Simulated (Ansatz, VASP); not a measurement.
# Cross-check of Rb3P11 (Rb3P11 (Pbcn)) between VASP and Ansatz

One calculation is typed for both programs; each brings its own data sets. How far apart do they land? Of the first pair: The structure shown is the start of the Ansatz relaxation below; VASP solves that cell, so the two are compared at the walk's first step.

Calculated with Ansatz 0.2.0; plane waves, with VASP 6.6.1 beside it; single point at PBEsol.

**1. The structure**

The cell holds 56 atoms: 12 Rb and 44 P. Its edges and angles: a = 10.881 Å, b = 14.440 Å, c = 10.813 Å, α = 90.0°, β = 90.0°, γ = 90.0°.

**2. Ansatz: relaxation, PBEsol**

Ansatz runs on its default PAW (the set named soft_2) files.

The two programs are compared at the cell with which this relaxation starts, whose forces are those of its first step.

The input, input.yaml:

```yaml
crystal:
  lattice:
    - [10.8810024, 0.0, 0.0]
    - [0.0, 14.4398558, 0.0]
    - [0.0, 0.0, 10.8132947]
  atoms:
    - { symbol: Rb, position: [0.0, 0.29233916, 0.75] }
    - { symbol: Rb, position: [0.5, 0.20766084, 0.25] }
    - { symbol: Rb, position: [0.0, 0.70766084, 0.25] }
    - { symbol: Rb, position: [0.5, 0.79233916, 0.75] }
    - { symbol: Rb, position: [0.22803043, 0.98999297, 0.42894827] }
    - { symbol: Rb, position: [0.27196957, 0.51000703, 0.92894827] }
    - { symbol: Rb, position: [0.72803043, 0.51000703, 0.57105173] }
    - { symbol: Rb, position: [0.77196957, 0.98999297, 0.07105173] }
    - { symbol: Rb, position: [0.77196957, 0.01000703, 0.57105173] }
    - { symbol: Rb, position: [0.72803043, 0.48999297, 0.07105173] }
    - { symbol: Rb, position: [0.27196957, 0.48999297, 0.42894827] }
    - { symbol: Rb, position: [0.22803043, 0.01000703, 0.92894827] }
    - { symbol: P, position: [0.0, 0.53313296, 0.75] }
    - { symbol: P, position: [0.5, 0.96686704, 0.25] }
    - { symbol: P, position: [0.0, 0.46686704, 0.25] }
    - { symbol: P, position: [0.5, 0.03313296, 0.75] }
    - { symbol: P, position: [0.50728049, 0.65925414, 0.01374601] }
    - { symbol: P, position: [0.99271951, 0.84074586, 0.51374601] }
    - { symbol: P, position: [0.00728049, 0.84074586, 0.98625399] }
    - { symbol: P, position: [0.49271951, 0.65925414, 0.48625399] }
    - { symbol: P, position: [0.49271951, 0.34074586, 0.98625399] }
    - { symbol: P, position: [0.00728049, 0.15925414, 0.48625399] }
    - { symbol: P, position: [0.99271951, 0.15925414, 0.01374601] }
    - { symbol: P, position: [0.50728049, 0.34074586, 0.51374601] }
    - { symbol: P, position: [0.32603097, 0.76296137, 0.24587467] }
    - { symbol: P, position: [0.17396903, 0.73703863, 0.74587467] }
    - { symbol: P, position: [0.82603097, 0.73703863, 0.75412533] }
    - { symbol: P, position: [0.67396903, 0.76296137, 0.25412533] }
    - { symbol: P, position: [0.67396903, 0.23703863, 0.75412533] }
    - { symbol: P, position: [0.82603097, 0.26296137, 0.25412533] }
    - { symbol: P, position: [0.17396903, 0.26296137, 0.24587467] }
    - { symbol: P, position: [0.32603097, 0.23703863, 0.74587467] }
    - { symbol: P, position: [0.41388191, 0.7894251, 0.43095495] }
    - { symbol: P, position: [0.08611809, 0.7105749, 0.93095495] }
    - { symbol: P, position: [0.91388191, 0.7105749, 0.56904505] }
    - { symbol: P, position: [0.58611809, 0.7894251, 0.06904505] }
    - { symbol: P, position: [0.58611809, 0.2105749, 0.56904505] }
    - { symbol: P, position: [0.91388191, 0.2894251, 0.06904505] }
    - { symbol: P, position: [0.08611809, 0.2894251, 0.43095495] }
    - { symbol: P, position: [0.41388191, 0.2105749, 0.93095495] }
    - { symbol: P, position: [0.42007392, 0.86750388, 0.12399029] }
    - { symbol: P, position: [0.07992608, 0.63249612, 0.62399029] }
    - { symbol: P, position: [0.92007392, 0.63249612, 0.87600971] }
    - { symbol: P, position: [0.57992608, 0.86750388, 0.37600971] }
    - { symbol: P, position: [0.57992608, 0.13249612, 0.87600971] }
    - { symbol: P, position: [0.92007392, 0.36750388, 0.37600971] }
    - { symbol: P, position: [0.07992608, 0.36750388, 0.12399029] }
    - { symbol: P, position: [0.42007392, 0.13249612, 0.62399029] }
    - { symbol: P, position: [0.41928757, 0.63039722, 0.18776784] }
    - { symbol: P, position: [0.08071243, 0.86960278, 0.68776784] }
    - { symbol: P, position: [0.91928757, 0.86960278, 0.81223216] }
    - { symbol: P, position: [0.58071243, 0.63039722, 0.31223216] }
    - { symbol: P, position: [0.58071243, 0.36960278, 0.81223216] }
    - { symbol: P, position: [0.91928757, 0.13039722, 0.31223216] }
    - { symbol: P, position: [0.08071243, 0.13039722, 0.18776784] }
    - { symbol: P, position: [0.41928757, 0.36960278, 0.68776784] }
basis:
  ecutwfc: 420
  xc_grid: 2
hamiltonian:
  xc: pbesol
kpoints:
  mp_grid: { grid: [3, 2, 3] }
scf:
  occupations: { method: fermi_dirac, width: 0.01 }
  max_iter: 150
output:
  forces: true
  stress: true
relax:
  f_tol: 0.01
  max_steps: 60
  cell: {}
checkpoint:
  write: "../pbesol.run"
  compress: false
  write_wavefunctions: false
  write_every: 100000
```

Launch:

```sh
> ansatz run input.yaml --threads 4 --pin off --max-ram 6594MiB --backend cpu --events-out ev --progress --plain --runs-dir out
```

Numbers of over 12 decimals in the logs are rounded to 6 here.

Output:

```text
Engine: ansatz 0.2.0, aarch64-unknown-linux-gnu
Pseudopotentials: kind: paw
Pseudopotential: Rb, paw, valence charge 9, recommended cutoff 420 eV (normal), Rb.paw.azcp
Pseudopotential: P, paw, valence charge 5, recommended cutoff 420 eV (normal), P.paw.azcp
Functional definition: PBEsol
  exchange = pbesol_x
  correlation = pbesol_c
Crystal: 56 atoms, lattice volume = 1698.986 Å³
Basis set: ecut = 420 eV, 33233 PW (Γ), exchange–correlation on 150×200×150 points (8 copies of the dense FFT grid, shifted against one another)
Bands: 220, of which v1, the nominal top of the filled ones, is band 164 counted from 1 (163 counted from 0)
Symmetry: 8 space group operations
Space group: Pbcn (ITA 60), of the structure as read, at distance tolerance 1.2e-4 Å
k-points: 8 of 18
Non-local potential: Rb, projectors of the file, l = 0: 3, l = 1: 2, l = 2: 2
Non-local potential: P, projectors of the file, l = 0: 2, l = 1: 2, l = 2: 2
PAW form: soft (Blöchl's): semilocal exchange-correlation on the pseudo side does not see the compensation charge
PAW frozen core: Rb, regenerated for the run's functional, and the local potential with it (the file was generated under x = pbe(κ = 0.804, μ = 0.219515), c = pbe(β = 0.066725))
PAW frozen core: P, regenerated for the run's functional, and the local potential with it (the file was generated under x = pbe(κ = 0.804, μ = 0.219515), c = pbe(β = 0.066725))
PAW one-centre angular grid: Rb, 110 points (default); XC on 64 Gauss nodes
PAW one-centre angular grid: P, 110 points (default); XC on 64 Gauss nodes
Initial density: superposition of atomic densities (neutral atoms: chi_scale 0, normalization atom), corrected by the library's trained network
Initial wavefunctions: pseudopotential atomic-orbital guess
Functional: x = pbesol(κ = 0.804, μ = 0.123457), c = pbesol(β = 0.046)
SCF iter   1: F=—  HF=-71182.693643 eV  |F-HF|=—  |Δ(HF+E_count)|=         —  Δρ=3.79e-3  dr2=4.42e-1  ethr=1.77e-3  ⟨swp⟩=9.1  Hψ=9968  notcnv=0  defer=125
preconditioner: auto → Resta (q_TF=auto, 2.074 Å⁻¹)  ε∞=3.5  [insulator: Δε(μ)=1.954 eV  Ē_g=9.848 eV  σ=0.010 eV  W_gap=1.00  n_scr=244 (ndim 8)  ℏωp=15.7 eV  f_vac=0.074  D(μ)=0.00/eV (n_scr^D=0)  ε∞_Penn≈3.5]
SCF iter   2: F=—  HF=-71182.583660 eV  |F-HF|=—  |Δ(HF+E_count)|=   1.10e-1  Δρ=1.84e-3  dr2=8.53e-2  ethr=1.35e-4  ⟨swp⟩=3.0  Hψ=2797  notcnv=0  defer=365
SCF iter   3: F=—  HF=-71182.571193 eV  |F-HF|=—  |Δ(HF+E_count)|=   1.25e-2  Δρ=4.09e-4  dr2=6.08e-3  ethr=2.60e-5  ⟨swp⟩=3.0  Hψ=2210  notcnv=0  defer=365
SCF iter   4: F=—  HF=-71182.571888 eV  |F-HF|=—  |Δ(HF+E_count)|=   6.95e-4  Δρ=1.55e-4  dr2=7.01e-4  ethr=1.85e-6  ⟨swp⟩=4.0  Hψ=3320  notcnv=0  defer=365
SCF iter   5: F=—  HF=-71182.572276 eV  |F-HF|=—  |Δ(HF+E_count)|=   3.88e-4  Δρ=4.55e-5  dr2=6.91e-5  ethr=2.14e-7  ⟨swp⟩=2.0  Hψ=1995  notcnv=0  defer=365
SCF iter   6: F=—  HF=-71182.570550 eV  |F-HF|=—  |Δ(HF+E_count)|=   1.73e-3  Δρ=1.64e-5  dr2=1.39e-5  ethr=2.11e-8  ⟨swp⟩=3.2  Hψ=3304  notcnv=0  defer=365
SCF iter   7: F=—  HF=-71182.570554 eV  |F-HF|=—  |Δ(HF+E_count)|=   3.21e-6  Δρ=5.96e-6  dr2=1.73e-6  ethr=4.23e-9  ⟨swp⟩=2.0  Hψ=2101  notcnv=0  defer=365
SCF iter   8: F=—  HF=-71182.570555 eV  |F-HF|=—  |Δ(HF+E_count)|=   9.29e-7  Δρ=1.83e-6  dr2=1.71e-7  ethr=5.28e-10  ⟨swp⟩=2.2  Hψ=2265  notcnv=0  defer=365
SCF iter   9: F=-71182.570555 eV  HF=-71182.570555 eV  |F-HF|=4.83e-9  |Δ(HF+E_count)|=   1.99e-7  Δρ=7.68e-7  dr2=2.91e-8  ethr=3.05e-11  ⟨swp⟩=5.0  Hψ=5956  notcnv=0
SCF 1 converged in 9 iterations: F = -71182.570555 eV  dr2 = 2.91e-8
  greatest PAW one-centre occupation: 0.973 electrons in one spin orbital (limit 2), on the Rb atom at site 11 (counted from 0), in its partial waves of l = 0
relax step   1: F+E_penalty+E_count = -71182.57055472 eV  Δ(F+E_penalty+E_count) = +0.000e0 eV  max|allowed force component| = 1.593e-1 eV/Å  Δτ_max = 0.0000 Å  P = -0.074 GPa  Ω = 1698.986 Å³  (9 SCF iters, dr2 threshold 1.00e-7 eV, accepted)
Crystal: 56 atoms, lattice volume = 1674.545 Å³
Basis set: ecut = 420 eV, 32619 PW (Γ), exchange–correlation on 150×200×150 points (8 copies of the dense FFT grid, shifted against one another)
Initial density: handed on by an earlier stage of this run
Initial wavefunctions: those handed on with the density
iter 1 solved again at ethr=8.42e-6 eV; its pass at ethr=3.10e-3 eV (dr2=2.76e-2 eV) is discarded
SCF iter   1: F=—  HF=-71182.650905 eV  |F-HF|=—  |Δ(HF+E_count)|=         —  Δρ=1.07e-3  dr2=3.28e-2  ethr=8.42e-6  ⟨swp⟩=8.8  Hψ=9406  notcnv=0  defer=1
preconditioner: auto → Resta (q_TF=auto, 2.079 Å⁻¹)  ε∞=3.6  [insulator: Δε(μ)=1.837 eV  Ē_g=9.829 eV  σ=0.010 eV  W_gap=1.00  n_scr=244 (ndim 8)  ℏωp=15.8 eV  f_vac=0.062  D(μ)=0.00/eV (n_scr^D=0)  ε∞_Penn≈3.6]
SCF iter   2: F=—  HF=-71182.644214 eV  |F-HF|=—  |Δ(HF+E_count)|=   6.69e-3  Δρ=5.37e-4  dr2=4.83e-3  ethr=8.42e-6  ⟨swp⟩=4.0  Hψ=3112  notcnv=0  defer=44
[...]
Fermi energy:    4.702440 eV
--- Per-component energies (eV) ---
  E_band       = -1351.035341
  E_kinetic    = 5403.751405
  E_local      = -12636.331374  (includes V_loc(G=0)·N_el)
  E_nonlocal   = 3598.057657
  E_hartree    = 3688.171780
  E_xc         = -4231.123739
  E_vxc        = -4299.150191  (∫ρ·V_xc dr)
  E_paw        = -55212.581040  (= ΣΔE_a)
  E_vpaw       = -793.706562  (= ΣTr[D̂ρ^β])
  E_aug_tail   = 0.000122  (compensation charges beyond the density's cutoff)
  E_ewald      = -11796.136555
  E_core_change = 3.512276  (= ΣΔE_core)
  E_smearing   = -0.000000  (= −TS)
  E_closure    = 0.000000  (closes the sum)
  Σ components = -71182.679468   (vs F -71182.679468, Δ=0.00e0)
--- Forces (eV/Å), atoms counted from 1 ---
  atom   1  Rb    -0.00000000    -0.00146455     0.00000000
  atom   2  Rb     0.00000000     0.00146455    -0.00000000
  atom   3  Rb     0.00000000     0.00146455    -0.00000000
  atom   4  Rb    -0.00000000    -0.00146455     0.00000000
  atom   5  Rb    -0.00132322     0.00006487    -0.00093329
  atom   6  Rb     0.00132322    -0.00006487    -0.00093329
  atom   7  Rb    -0.00132322    -0.00006487     0.00093329
  atom   8  Rb     0.00132322     0.00006487     0.00093329
  atom   9  Rb     0.00132322    -0.00006487     0.00093329
  atom  10  Rb    -0.00132322     0.00006487     0.00093329
  atom  11  Rb     0.00132322     0.00006487    -0.00093329
  atom  12  Rb    -0.00132322    -0.00006487    -0.00093329
  atom  13  P     -0.00000000    -0.00523942     0.00000000
  atom  14  P      0.00000000     0.00523942    -0.00000000
  atom  15  P      0.00000000     0.00523942    -0.00000000
  atom  16  P     -0.00000000    -0.00523942     0.00000000
  atom  17  P      0.00313356    -0.00300036    -0.00581864
  atom  18  P     -0.00313356     0.00300036    -0.00581864
  atom  19  P      0.00313356     0.00300036     0.00581864
  atom  20  P     -0.00313356    -0.00300036     0.00581864
  atom  21  P     -0.00313356     0.00300036     0.00581864
  atom  22  P      0.00313356    -0.00300036     0.00581864
  atom  23  P     -0.00313356    -0.00300036    -0.00581864
  atom  24  P      0.00313356     0.00300036    -0.00581864
[...]
atom  49  P     -0.00488687     0.00385443     0.00124992
  atom  50  P      0.00488687    -0.00385443     0.00124992
  atom  51  P     -0.00488687    -0.00385443    -0.00124992
  atom  52  P      0.00488687     0.00385443    -0.00124992
  atom  53  P      0.00488687    -0.00385443    -0.00124992
  atom  54  P     -0.00488687     0.00385443    -0.00124992
  atom  55  P      0.00488687     0.00385443     0.00124992
  atom  56  P     -0.00488687    -0.00385443     0.00124992
  max |Σ_I F_I| component: 4.34e-18 eV/Å
--- Stress (GPa, compression-positive) ---
       -0.010652      -0.000000       0.000000
       -0.000000      -0.006113       0.000000
        0.000000       0.000000      -0.004637
  P = ⅓ Tr σ = -0.0071 GPa (-0.071 kbar)
--- Relaxed structure (10 steps of the walk, 9 accepted, 1 SCFs on fresh bases) ---
  F+E_penalty+E_count = -71182.67946844 eV   max|allowed force component| = 7.553e-3 eV/Å   (the final SCF, on the basis selected at the relaxed cell)
  cell:  # Å, volume = 1634.4821 Å³
    - [10.721085, 0, 0]
    - [0, 14.447187, -1.892030240668616e-17]
    - [0, -1.4168479835970155e-17, 10.552568]
  atoms:
    - { symbol: Rb, position: [0, 0.297278, 0.750000] }
    - { symbol: Rb, position: [0.5, 0.202722, 0.25] }
    - { symbol: Rb, position: [0, 0.702722, 0.25] }
    - { symbol: Rb, position: [0.5, 0.797278, 0.750000] }
    - { symbol: Rb, position: [0.228105, 0.987903, 0.426197] }
    - { symbol: Rb, position: [0.271895, 0.512097, 0.926197] }
    - { symbol: Rb, position: [0.728105, 0.512097, 0.573803] }
    - { symbol: Rb, position: [0.771895, 0.987903, 0.073803] }
    - { symbol: Rb, position: [0.771895, 0.012097, 0.573803] }
    - { symbol: Rb, position: [0.728105, 0.487903, 0.073803] }
    - { symbol: Rb, position: [0.271895, 0.487903, 0.426197] }
    - { symbol: Rb, position: [0.228105, 0.012097, 0.926197] }
    - { symbol: P, position: [0, 0.535536, 0.750000] }
    - { symbol: P, position: [0.5, 0.964464, 0.25] }
    - { symbol: P, position: [0, 0.464464, 0.25] }
    - { symbol: P, position: [0.5, 0.035536, 0.750000] }
    - { symbol: P, position: [0.515622, 0.656571, 0.00767531] }
    - { symbol: P, position: [0.984378, 0.843429, 0.507675] }
    - { symbol: P, position: [0.015622, 0.843429, 0.992325] }
    - { symbol: P, position: [0.484378, 0.656571, 0.492325] }
    - { symbol: P, position: [0.484378, 0.343429, 0.992325] }
    - { symbol: P, position: [0.015622, 0.156571, 0.492325] }
    - { symbol: P, position: [0.984378, 0.156571, 0.00767531] }
    - { symbol: P, position: [0.515622, 0.343429, 0.507675] }
    - { symbol: P, position: [0.323006, 0.760576, 0.238960] }
    - { symbol: P, position: [0.176994, 0.739424, 0.738960] }
    - { symbol: P, position: [0.823006, 0.739424, 0.761040] }
    - { symbol: P, position: [0.676994, 0.760576, 0.261040] }
    - { symbol: P, position: [0.676994, 0.239424, 0.761040] }
    - { symbol: P, position: [0.823006, 0.260576, 0.261040] }
    - { symbol: P, position: [0.176994, 0.260576, 0.238960] }
    - { symbol: P, position: [0.323006, 0.239424, 0.738960] }
    - { symbol: P, position: [0.405440, 0.786989, 0.431750] }
    - { symbol: P, position: [0.094560, 0.713011, 0.931750] }
    - { symbol: P, position: [0.905440, 0.713011, 0.568250] }
    - { symbol: P, position: [0.594560, 0.786989, 0.068250] }
[...]
- { symbol: P, position: [0.419912, 0.628198, 0.183851] }
    - { symbol: P, position: [0.080088, 0.871802, 0.683851] }
    - { symbol: P, position: [0.919912, 0.871802, 0.816149] }
    - { symbol: P, position: [0.580088, 0.628198, 0.316149] }
    - { symbol: P, position: [0.580088, 0.371802, 0.816149] }
    - { symbol: P, position: [0.919912, 0.128198, 0.316149] }
    - { symbol: P, position: [0.080088, 0.128198, 0.183851] }
    - { symbol: P, position: [0.419912, 0.371802, 0.683851] }
```

(Continued in part 2 of 3.)

[Lines on the potential files, build, host, timing and source positions are cut from VASP's logs without a mark.]

[Logs are printed without paths, hosts, clocks, repeated set-up lines and the standing remarks that a program may print on its own settings, such as how far it seeks lower states.]

[Hosts, paths, dates, database ids (printed as entryN), source tags and the programs' standing remarks are cut or masked in the printed files.]
